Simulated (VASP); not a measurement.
```yaml
crystal:
  lattice:
    - [0.00000, 2.38632, 2.38632]
    - [2.38632, 0.00000, 2.38632]
    - [2.38632, 2.38632, 0.00000]
  atoms:
    - { symbol: Cd, position: [0.00000, 0.00000, 0.00000] }
    - { symbol: O, position: [0.50000, 0.50000, 0.50000] }
```

All values below come from revPBE GGA, VASP's PBE PAW potentials (set 64) (plane waves; VASP 6.6.1). Run with 520 eV cut-off, 13×13×13 Γ-centred mesh, first-order Methfessel-Paxton smearing of 0.10 eV, potentials Cd O.

Problem. Estimate the energy per atom (σ→0), pressure, band gap (on the k-mesh) with the smallest direct gap where there is one.

Solution. 
```yaml
band gap (on the k-mesh): none (metal, semimetal or under 0.01 eV)
energy per atom (σ→0): -3.520 eV/atom
pressure: 3.90 GPa
```

Only differences to runs with the same potentials and settings are physical.

The compound is CdO in the rock salt structure. This cell is one point of a volume scan, at 0.97 of the reference volume.
